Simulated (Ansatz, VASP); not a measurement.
# MnO (Manganosite) in two plane-wave programs, part 2 of 2

One calculation is typed for both programs; each brings its own data sets and cutoff. How far apart do they land? The cell is taken from a series of VASP runs on this material, whose earlier steps may have relaxed, scaled or displaced it; both programs get it as it stands.

VASP 6.6.1 and Ansatz 0.2.0.

So far: The structure; VASP: zone-centre phonons, LDA, DFT+U.

## Step 3: Ansatz: zone-centre phonons, LDA, DFT+U

Level of this step: Ansatz beside VASP: Kohn-Sham DFT, plane waves, LDA, DFT+U (Ansatz).

Ansatz runs on its default PAW (the set named soft_2) files.

The same cell, functional (in two slightly different forms), mesh and smearing now go to Ansatz, which takes its cutoff from its data sets.

input.yaml reads:

```yaml
crystal:
  lattice:
    - [0.0, 2.223, 2.223]
    - [2.223, 0.0, 2.223]
    - [2.223, 2.223, 0.0]
  atoms:
    - { symbol: Mn, position: [0.0, 0.0, 0.0], spin: 4.0 }
    - { symbol: O, position: [0.5, 0.5, 0.5] }
hamiltonian:
  xc: lda
  pseudopotentials: { kind: paw }
  hubbard: { sites: [{ species: Mn, l: d, u_eff: 3.9 }] }
magnetization:
  spin_polarized: true
kpoints:
  mp_grid: { grid: [12, 12, 12] }
scf:
  occupations: { method: gaussian, width: 0.03 }
phonons:
  method: dfpt
  qpoints: [[0, 0, 0]]
```

Started as:

```console
$ ansatz run input.yaml --threads 4 --pin off --max-ram 9216MiB --backend cpu --events-out ev --progress --plain --runs-dir out
```

Numbers of over 12 decimals in the logs are rounded to 6 here.

The log of the run:

```text
Mn: projections on atomic orbitals take those of the free atom [Ne] 3s2 3p6 3d5 4s2, of charge +0.00 (hamiltonian.pseudopotentials.projection_atoms); the dataset's partial waves leave at most 9.0e-7 of an orbital's norm unspanned inside its sphere
O: projections on atomic orbitals take those of the free atom [He] 2s2 2p4, of charge +0.00 (hamiltonian.pseudopotentials.projection_atoms); the dataset's partial waves leave at most 1.9e-8 of an orbital's norm unspanned inside its sphere
Engine: ansatz 0.2.0, aarch64-unknown-linux-gnu
Pseudopotentials: kind: paw
Pseudopotential: Mn, paw, valence charge 15, recommended cutoff 420 eV (normal), Mn.paw.azcp
Pseudopotential: O, paw, valence charge 6, recommended cutoff 420 eV (normal), O.paw.azcp
Functional definition: SPW92
  exchange = slater_x
  correlation = pw_c
Crystal: 2 atoms, lattice volume = 21.971 Å³
Basis set: ecut = 420 eV, 411 PW (Γ), exchange–correlation on 48×48×48 points (8 copies of the dense FFT grid, shifted against one another)
Bands: 17, of which v1, the nominal top of the filled ones, is band 11 counted from 1 (10 counted from 0)
Symmetry: 48 space group operations
Space group: Fm-3m (ITA 225), of the structure as read, at distance tolerance 2.8e-5 Å
Magnetic group: BNS 225.116 (UNI 1618), of the structure as read, at distance tolerance 2.8e-5 Å
k-points: 72 of 1728
Non-local potential: Mn, projectors of the file, l = 0: 3, l = 1: 2, l = 2: 3, l = 3: 1
Non-local potential: O, projectors of the file, l = 0: 2, l = 1: 2, l = 2: 1
PAW form: soft (Blöchl's): semilocal exchange-correlation on the pseudo side does not see the compensation charge
PAW frozen core: Mn, regenerated for the run's functional, and the local potential with it (the file was generated under x = pbe(κ = 0.804, μ = 0.219515), c = pbe(β = 0.066725))
PAW frozen core: O, regenerated for the run's functional, and the local potential with it (the file was generated under x = pbe(κ = 0.804, μ = 0.219515), c = pbe(β = 0.066725))
PAW one-centre angular grid: Mn, 590 points (default); XC on 64 Gauss nodes
PAW one-centre angular grid: O, 110 points (default); XC on 64 Gauss nodes
Initial density: superposition of atomic densities (chi_scale 0.1, normalization cell, long waves kept (reshape's long-wave potential 0.00 eV rms))
Starting moments: Σ|m| = 4 μB on 1 of 2 sites
Initial wavefunctions: pseudopotential atomic-orbital guess
Functional: x = slater, c = lda
SCF 1 converged in 11 iterations: F = -4395.149851 eV  dr2 = 3.12e-9
  greatest PAW one-centre occupation: 1.005 electrons in one spin orbital (limit 2), on the Mn atom at site 0 (counted from 0), in its partial waves of l = 1
a single point of the input's cell can leave the moments in the input for a lower state (scf.lower_state_search): this run first made a single point of its cell. This run's own SCFs start from the density of the state that the single point found, with the moments in the input. The single point stayed on the moments in the input.
k-points: 163 of 1728 (irreducible under 8 space group operations, time reversal used)
Initial density: read from a saved state, or passed on in memory by an earlier SCF of this step, an earlier step, the calling program or the single point that the run made first
Stability of the state it starts from, as read at its close in the collinear treatment: not read negative (Ritz values of 1 − χ₀K, real part plus size of imaginary part, from 0.73 to 0.98, by its mixing steps under the symmetry group of the SCF that read it); its run was given moments
Starting moments: Σ|m| = 4 μB on 1 of 2 sites; this step starts from the density that it was given
iter 1 solved again at ethr=1.49e-9 eV; its pass at ethr=3.10e-3 eV (dr2=3.13e-7 eV) is discarded
SCF iter   1: F=—  HF=-4395.149851 eV  |F-HF|=—  |Δ(HF+E_count)|=         —  Δρ=5.65e-6 (↑5.65e-6 ↓4.07e-6)  dr2=3.12e-9  dr2_m=3.80e-9  M=5.000 μB ∫|m|=5.000 μB  β_m=0.30  ethr=1.49e-9  ⟨swp⟩=3.0  Hψ=39734  notcnv=0
preconditioner: auto → none  [insulator: Δε(μ)=0.126 eV  Ē_g=14.199 eV  σ=0.030 eV  W_gap=1.00  n_scr=8 (ndim 8)  ℏωp=28.6 eV  f_vac=0.000  D(μ)=0.00/eV (n_scr^D=0)  ε∞_Penn≈5.0]
SCF iter   2: F=—  HF=-4395.149851 eV  |F-HF|=—  |Δ(HF+E_count)|=  6.92e-10  Δρ=3.40e-6 (↑3.40e-6 ↓2.50e-6)  dr2=1.58e-10  dr2_m=1.75e-9  M=5.000 μB ∫|m|=5.000 μB  β_m=0.40  ethr=1.48e-11  ⟨swp⟩=2.3  Hψ=8063  notcnv=0
SCF iter   3: F=—  HF=-4395.149851 eV  |F-HF|=—  |Δ(HF+E_count)|=  5.12e-10  Δρ=2.20e-6 (↑1.38e-6 ↓2.20e-6)  dr2=2.22e-10  dr2_m=6.19e-10  M=5.000 μB ∫|m|=5.000 μB  β_m=0.47  ethr=1.00e-12  ⟨swp⟩=5.1  Hψ=19827  notcnv=0
SCF iter   4: F=—  HF=-4395.149851 eV  |F-HF|=—  |Δ(HF+E_count)|=  2.14e-10  Δρ=8.73e-7 (↑8.73e-7 ↓4.02e-7)  dr2=3.89e-11  dr2_m=8.13e-11  M=5.000 μB ∫|m|=5.000 μB  β_m=0.50  ethr=1.00e-12  ⟨swp⟩=2.0  Hψ=7831  notcnv=0
SCF iter   5: F=-4395.149851 eV  HF=-4395.149851 eV  |F-HF|=9.09e-13  |Δ(HF+E_count)|=  3.27e-11  Δρ=1.23e-7 (↑1.23e-7 ↓1.22e-7)  dr2=1.69e-13  dr2_m=2.98e-12  M=5.000 μB ∫|m|=5.000 μB  ethr=1.00e-12  ⟨swp⟩=4.5  Hψ=16826  notcnv=0
SCF 2 converged in 5 iterations: F = -4395.149851 eV  dr2 = 1.69e-13
DFPT response loops at Γ: preconditioner auto → Kerker (q_TF=auto, 2.708 Å⁻¹) (partly filled bands, converged f_vac=0.000); β = 1.00, the filter's whole step (`scf.mixing.beta` (0.30) is not read by the response loops under this deck's `scf.mixing.preconditioner`; to damp them name `kerker` or `kerker_dos`, under which they read `scf.mixing.beta`, and type it under 1.00, their step now; both keys bind the ground state too); Broyden in place of MSR1
SCF converged after 5 iterations
Magnetization: 5.0000 μB (13.0000 up, 8.0000 down)
Absolute magnetization: 5.0000 μB (∫|ρ↑−ρ↓|, with the PAW one-centre terms)
Spin contamination: 0.0036 ħ² per cell (⟨S²⟩ above its minimum at these occupations)
Per-site moments (μB) at R_I (Å): [(4.251576, 0.9169875), (0.200720, 0.9169875)]
Free energy (F): -4395.149851 eV
Harris-Foulkes:  -4395.149851 eV  (|F-HF|=9.09e-13)
Internal energy: -4395.149851 eV  (E = F + TS)
E sigma→0 (E₀):  -4395.149851 eV
Entropy (-TS):   -0.000000 eV (-0.000 meV/atom)
Fermi energy:    12.501466 eV
--- Per-component energies (eV) ---
  E_band       = -260.577688
  E_kinetic    = 472.327409
  E_local      = -2233.764252  (includes V_loc(G=0)·N_el)
  E_nonlocal   = 308.939054
  E_hartree    = 890.682071
  E_xc         = -182.064159
  E_vxc        = -234.216091  (∫ρ·V_xc dr)
  E_hubbard    = 0.545360  (on-site DFT+U / exact-exchange correction)
  E_vhub       = -9.184348  (the Hubbard potential's part of the band-sum identity)
  E_paw        = -1396.806141  (= ΣΔE_a)
  E_vpaw       = -346.046055  (= ΣTr[D̂ρ^β])
  E_aug_tail   = 0.002451  (compensation charges beyond the density's cutoff)
  E_ewald      = -2255.492519
  E_core_change = 0.480875  (= ΣΔE_core)
  E_smearing   = -0.000000  (= −TS)
  E_closure    = 0.000000  (closes the sum)
  Σ components = -4395.149851   (vs F -4395.149851, Δ=0.00e0)
--- Band table (eV; the first three rows and the last of 326) ---
  k-point 0 ↑: bands = [... 7 lower, 7.7269, 8.2638, 8.2638, 9.5538, 9.5538, 9.5538, 12.5577, 26.8142, ... 2 higher]
  k-point 1 ↑: bands = [... 7 lower, 7.6817, 8.0030, 8.0030, 9.2627, 9.9474, 9.9474, 13.0906, 25.9718, ... 2 higher]
  k-point 2 ↑: bands = [... 7 lower, 7.2125, 8.0196, 8.0196, 9.0142, 10.6458, 10.6458, 14.1565, 24.3615, ... 2 higher]
  k-point 162 ↓: bands = [... 7 lower, 8.1559, 15.7440, 15.7440, 16.5217, 17.0172, 17.1631, 21.5873, 22.6619, ... 2 higher]
Occupation matrices written to <dir>
--- Phonons (Γ-DFPT): 2 representative perturbations + reference, on 163 of 1728 k-points (Σ response iterations 13) ---
  k mesh reduced under 8 symmetry operations, with k and −k counted as one. Each operation leaves every solved perturbation unchanged. A smaller set is not considered because the run has a Hubbard term
  ASR residual: 9.732e-6 → 0.000e0 eV/Å²; symmetrization residual: 3.500e-6 eV/Å²
  ASR residual per site (eV/Å²): 9.73e-6 6.97e-6
  Γ frequencies (cm⁻¹): 0.00 0.00 0.00 244.12 244.12 244.12
  non-analytic LO–TO correction: not included (Born effective charges unavailable; polar crystals: no LO–TO splitting at Γ)
--- Phonons (arbitrary-q DFPT): 1 explicit q-point ---
  q = [0, 0, 0] (of the zone-centre solve; hermiticity 2.58e-6, symmetrization 3.49e-13): -0.00 0.00 0.00 244.12 244.12 244.12
  sum rule: each row above includes the acoustic sum rule's correction from the zone centre's row sums; it moved no ω² by more than (0.34 cm⁻¹)²
```

Elapsed: 12 s, on 4 threads of Arm Neoverse V2, shared host; peak memory 0.51 GiB; 43 s of CPU time.

In the SCF lines HF is the Harris–Foulkes energy and dr2 the Hartree energy of the density residual, in eV; the loop may stop once dr2 is under the threshold and the program's other checks hold. Hψ counts applications of the Hamiltonian.

## Step 4: Comparison

Known differences besides the potentials themselves: U acts on the PAW sphere in VASP and on atomic orbitals in Ansatz, so only states and trends compare; the two LDA forms differ slightly; the data sets hold 21 valence electrons in Ansatz (default PAW (the set named soft_2) files) and 19 in VASP; the cutoff is 420 eV in Ansatz and 520 eV in VASP; VASP's log shows a relativistic correction to its local exchange, Ansatz's none; VASP uses finite displacements, Ansatz perturbation theory. Total energies have different zeros and are not compared.

Both answers:

| quantity | Ansatz | VASP | difference |
| --- | --- | --- | --- |
| optical mode 1 to 3 (cm⁻¹) | 244.1 | 261.0 | -6.46 % |

Modes are paired by rising frequency and degeneracy, not by their patterns, so a pair may still set unlike modes beside each other.

## Step 5: VASP: relaxation of cell and atoms, PBE, DFT+U

The relaxed volume is the usual yardstick between codes: its relative difference is about their pressure difference at one cell divided by the bulk modulus. The cell compared in this pair holds 23.03 Å³, against 21.97 Å³ for the pair before.

INCAR reads:

```
SYSTEM = MnO
PREC = Accurate
ENCUT = 520
EDIFF = 1E-07
NELM = 100
ISMEAR = 0
SIGMA = 0.03
LREAL = .FALSE.
ALGO = Normal
GGA = PE
NBANDS = 16
ISPIN = 2
MAGMOM = 4 0
LDAU = .TRUE.
LDAUTYPE = 2
LDAUL = 2 -1
LDAUU = 3.9 0
LDAUJ = 0 0
LDAUPRINT = 1
LASPH = .TRUE.
LMAXMIX = 4
LORBIT = 11
LWAVE = .FALSE.
LCHARG = .FALSE.
KPAR = 4
IBRION = 2
NSW = 50
ISIF = 3
EDIFFG = -0.002
```

POSCAR reads:

```
MnO
1.0
    0.0000000000      2.2581319865      2.2581319865
    2.2581319865      0.0000000000      2.2581319865
    2.2581319865      2.2581319865      0.0000000000
Mn O
1 1
Direct
    0.0000000000      0.0000000000      0.0000000000
    0.5000000000      0.5000000000      0.5000000000
```

KPOINTS reads:

```
Automatic mesh
0
Gamma
12 12 12
0 0 0
```

The projector-augmented-wave data sets are Mn_pv and O (PBE family, release 64).

Started as:

```console
$ mpirun -np 4 vasp_std
```

The log of the run:

```text
[banner, memory and clock lines left out]
running    4 mpi-ranks, on    1 nodes
[...]
LDA part: xc-table for (Slater+PW92), standard interpolation
 POSCAR, INCAR and KPOINTS ok, starting setup
[...]
entering main loop
       N       E                     dE             d eps       ncg     rms          rms(c)
DAV:   1     0.160686688260E+03    0.16069E+03   -0.11159E+04  4640   0.139E+03
DAV:   2    -0.899708231739E+01   -0.16968E+03   -0.15975E+03  5208   0.368E+02
DAV:   3    -0.159466449546E+02   -0.69496E+01   -0.69253E+01  4848   0.830E+01
DAV:   4    -0.160025668355E+02   -0.55922E-01   -0.55919E-01  5368   0.773E+00
[...]
DAV:  14    -0.154848985375E+02    0.57952E-07   -0.43838E-06  4696   0.225E-02    0.701E-03
DAV:  15    -0.154848997762E+02   -0.12387E-05   -0.25305E-07  4544   0.781E-03    0.179E-03
DAV:  16    -0.154848997465E+02    0.29682E-07   -0.31683E-08  2440   0.167E-03
   1 F= -.15484900E+02 E0= -.15484900E+02  d E =-.154849E+02  mag=     5.0000
[... from here on, the cycles between the ionic steps are left out ...]
   2 F= -.15484902E+02 E0= -.15484902E+02  d E =-.258443E-05  mag=     5.0000
   3 F= -.15484903E+02 E0= -.15484903E+02  d E =-.336440E-05  mag=     5.0000
   4 F= -.15484903E+02 E0= -.15484903E+02  d E =-.323213E-05  mag=     5.0000
[...]
reached required accuracy - stopping structural energy minimisation
```

From OUTCAR (step 5):

```text
  Total       -0.0025683     -0.0025683     -0.0025683     -0.0000000     -0.0000000     -0.0000000
  in kB       -0.1785552     -0.1785552     -0.1785552     -0.0000000     -0.0000000     -0.0000000
  external PRESSURE =      -0.1785552 kB  Pullay stress =       0.0000000 kB

 POSITION                                       TOTAL-FORCE (eV/Angst)
 -----------------------------------------------------------------------------------
      4.51735      2.25868      2.25868        -0.000000      0.000000     -0.000000
      2.25868      2.25868      2.25868         0.000000     -0.000000      0.000000
 -----------------------------------------------------------------------------------
    total drift:                                0.000000     -0.000000      0.000000

  FREE ENERGIE OF THE ION-ELECTRON SYSTEM (eV)
  ---------------------------------------------------
  free  energy   TOTEN  =       -15.4849029786 eV

  energy  without entropy=      -15.4849025756  energy(sigma->0) =      -15.48490278

 reached required accuracy - stopping structural energy minimisation

 magnetization (x)
# of ion       s       p       d       tot
------------------------------------------
    1        0.033   0.025   4.571   4.630
    2        0.022   0.122   0.000   0.144
--------------------------------------------------
tot          0.055   0.147   4.571   4.773

[... 1 part as in an earlier step ...]

[... 2 further parts left out ...]
[key lines of the parts left out:]
E-fermi :   6.2899
```

## Step 6: Ansatz: relaxation of cell and atoms, PBE, DFT+U

The same cell, functional, mesh and smearing now go to Ansatz, which takes its cutoff from its data sets.

The cell is taken from a series of VASP runs on this material, whose earlier steps may have relaxed, scaled or displaced it; both programs get it as it stands.

input.yaml, the sections that differ from step 3:

```yaml
crystal:
  lattice:
    - [0.0, 2.2581319865, 2.2581319865]
    - [2.2581319865, 0.0, 2.2581319865]
    - [2.2581319865, 2.2581319865, 0.0]
  atoms:
    - { symbol: Mn, position: [0.0, 0.0, 0.0], spin: 4.0 }
    - { symbol: O, position: [0.5, 0.5, 0.5] }
hamiltonian:
  xc: pbe
  pseudopotentials: { kind: paw }
  hubbard: { sites: [{ species: Mn, l: d, u_eff: 3.9 }] }
relax:
  f_tol: 0.01
  max_steps: 60
  cell: { stress_tol: 0.05 }
output:
  forces: true
  stress: true
# magnetization, kpoints, scf: as in step 3
# phonons: removed
```

Started as:

```console
$ ansatz run input.yaml --threads 4 --pin off --max-ram 9216MiB --backend cpu --events-out ev --progress --plain --runs-dir out
```

The log of the run:

```text
[...]
Crystal: 2 atoms, lattice volume = 23.029 Å³
Basis set: ecut = 420 eV, 459 PW (Γ), exchange–correlation on 48×48×48 points (8 copies of the dense FFT grid, shifted against one another)
Bands: 17, of which v1, the nominal top of the filled ones, is band 11 counted from 1 (10 counted from 0)
Symmetry: 48 space group operations
[...]
-0.000000       0.002394      -0.000000
       -0.000000      -0.000000       0.002394
  P = ⅓ Tr σ = 0.0024 GPa (0.024 kbar)
--- Relaxed structure (4 steps of the walk, 4 accepted, 2 SCFs on fresh bases) ---
[...]
cell:  # Å, volume = 23.2845 Å³
    - [0, 2.266448, 2.266448]
    - [2.266448, 0, 2.266448]
    - [2.266448, 2.266448, 0]
  atoms:
    - { symbol: Mn, position: [0, 0, 0] }
    - { symbol: O, position: [0.5, 0.5, 0.5] }
[key lines of the parts left out:]
SCF converged after 4 iterations
Magnetization: 5.0000 μB (13.0000 up, 8.0000 down)
Free energy (F): -4465.567715 eV
Fermi energy:    11.665037 eV
```

Elapsed: 6.4 s, on 4 threads; peak memory 0.37 GiB; 22 s of CPU time.

## Step 7: Comparison

What differs besides the data sets and the points named for the pairs above, as far as they apply: both relaxations stop at a tolerance, which leaves soft axes loose, and VASP keeps its plane-wave basis; Ansatz adds a Pulay correction to the stress that steers its cell, VASP none; site moments are counted in spheres of each program's own size. Total energies have different zeros and are not compared.

The two programs side by side:

| quantity | Ansatz | VASP | difference |
| --- | --- | --- | --- |
| volume (Å³) | 23.28 | 23.05 | +1.04 % |
| edge a after relaxation, in the typed setting (Å) | 3.205 | 3.194 | +0.34 % |
| total moment (μB) | 5.00 | 5.00 | 0.00 |
| moment on Mn1 (μB) | 4.32 | 4.63 | -0.31 |
| moment on O2 (μB) | 0.16 | 0.14 | +0.02 |

The walks stopped with 0.00 GPa left in Ansatz and -0.02 GPa in VASP; each walk ends within a tolerance, so the volume difference is uncertain by about these residues over the bulk modulus, most in soft cells.

## Step 8: What came out

```yaml
r_m_s_difference_of_the_optical_zone_centre_modes_each_program_s_sorted_by_frequency_zone_centre_phonons_lda_dft_u: 17 cm⁻¹
difference_in_optical_mode_1_to_3_zone_centre_phonons_lda_dft_u: -6.5 %
difference_in_volume_relaxation_of_cell_and_atoms_pbe_dft_u: 1.0 %
```

The difference in volume is 1.0 % (relaxation of cell and atoms, PBE, DFT+U). Among the rows given in per cent, the largest difference of the zone-centre phonons, LDA, DFT+U pair is in optical mode 1 to 3, -6.5 %. How closely two codes agree says nothing of how well the functional describes the real material.

[Lines on the potential files, build, host, timing and source positions are cut from VASP's logs without a mark.]

[Logs are printed without paths, hosts, clocks, repeated set-up lines and the standing remarks that a program may print on its own settings, such as how far it seeks lower states.]

[Hosts, paths, dates, database ids (printed as entryN), source tags and the programs' standing remarks are cut or masked in the printed files.]
